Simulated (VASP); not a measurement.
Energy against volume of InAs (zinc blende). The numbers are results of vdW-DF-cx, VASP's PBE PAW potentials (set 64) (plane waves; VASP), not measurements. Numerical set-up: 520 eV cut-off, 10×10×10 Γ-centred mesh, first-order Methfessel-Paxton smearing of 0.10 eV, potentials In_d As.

| V (Å³/atom) | E (eV/atom) |
|---|---|
| 27.699 | -1.59358 |
| 28.555 | -1.59823 |
| 29.412 | -1.59422 |
| 30.268 | -1.58289 |

Q: Fit these four points and predict the energy of the run at 26.842 Å³/atom.

A: A cubic in V^(−2/3), the third-order Birch-Murnaghan form, passes through the four points with V0 = 28.56 Å³/atom and B0 = 54 GPa, and gives -1.5787 eV/atom there. The run gave -1.5786 eV/atom, +0.1 meV/atom from the fit; all five points give B0 = 54 GPa.

The compound is InAs in the zinc blende structure. It was relaxed first.
